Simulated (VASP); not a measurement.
All values below come from rev-vdW-DF2, VASP's PBE PAW potentials (set 64) (plane waves; VASP 6.6.1).

VASP ran on this input.

POSCAR:
```
WS2
1
    1.5852259102    -2.7456917956     0.0000000000
    1.5852259102     2.7456917956     0.0000000000
    0.0000000000     0.0000000000    12.3576982805
W S
2 4
Direct
  0.3333330000   0.6666670000   0.2500000000
  0.6666670000   0.3333330000   0.7500000000
  0.3333330000   0.6666670000   0.8776440144
  0.6666670000   0.3333330000   0.3776440144
  0.6666670000   0.3333330000   0.1223559856
  0.3333330000   0.6666670000   0.6223559856
```

KPOINTS:
```
Automatic mesh
0
Gamma
9 9 2
0 0 0
```

**INCAR**
```
SYSTEM = WS2
PREC = Accurate; ENCUT = 520; LREAL = .FALSE.
LASPH = .TRUE.
EDIFF = 1E-7; NELM = 100; ALGO = Normal
LMAXMIX = 6
ISMEAR = -5
GGA = MK; LUSE_VDW = .TRUE.; AGGAC = 0.0
PARAM1 = 0.1234568; PARAM2 = 0.7114; ZAB_VDW = -1.8867
ISIF = 2
LWAVE = .FALSE.; LCHARG = .TRUE.; LORBIT = 11
NEDOS = 601
LEFG = .TRUE.
```

POTCAR, in this order: W_sv S (PBE.64 set). Program: vasp_std.

Task: What does the run give for the energy per atom (σ→0)?

Result: 
The energy per atom (σ→0) comes out as -6.178 eV/atom.

File OSZICAR:
```
...
DAV:  10    -0.370696774039E+02    0.20849E-02   -0.31113E-02  1813   0.109E+00    0.356E-01
DAV:  11    -0.370692276635E+02    0.44974E-03   -0.47216E-03  1794   0.416E-01    0.130E-01
DAV:  12    -0.370692163868E+02    0.11277E-04   -0.18064E-04  1833   0.780E-02    0.720E-02
DAV:  13    -0.370692073314E+02    0.90554E-05   -0.61807E-05  1920   0.456E-02    0.282E-02
DAV:  14    -0.370692073297E+02    0.17435E-08   -0.12810E-05  2119   0.174E-02    0.171E-02
DAV:  15    -0.370692065168E+02    0.81283E-06   -0.25238E-06  1856   0.972E-03    0.749E-03
DAV:  16    -0.370692065361E+02   -0.19279E-07   -0.37003E-07  1661   0.301E-03
   1 F= -.37069207E+02 E0= -.37069207E+02  d E =0.000000E+00
```

The compound is WS2 in the 2H layered structure. It was relaxed first.
